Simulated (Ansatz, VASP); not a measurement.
# One calculation of GaF, two programs

```
Ga F
1.0
     0.00000    2.82714    2.82714
     2.82714    0.00000    2.82714
     2.82714    2.82714    0.00000
Ga F
1 1
Direct
  0.25000 0.25000 0.25000
  0.00000 0.00000 0.00000
```

The cell was built by a generator and needn't be a form met in nature.

Alike in both runs: task single point; functional PBE; k mesh 8 × 8 × 8; occupations fermi-dirac, width 0.05 eV; no spin polarisation.

|  | VASP | Ansatz |
| --- | --- | --- |
| version | VASP 6.6.1 | Ansatz 0.2.0 |
| potentials or method | VASP PAW PBE potentials, release 64 (Ga_d, F) | Ansatz PAW soft_1 |
| plane-wave cutoff (eV) | 520 | 420 |
| valence electrons in the cell | 20 | 20 |

```tsv
	VASP	Ansatz	Ansatz less VASP
gap on the k mesh at the Fermi level (eV)	2.19	2.19	+0.004
least direct gap on the mesh (eV)	2.20	2.20	+0.004
pressure (GPa)	0.4	0.6	+0.12
```

A k mesh can miss the band edges. Expect the measured gap to be larger: semilocal functionals such as PBE lack the derivative discontinuity.
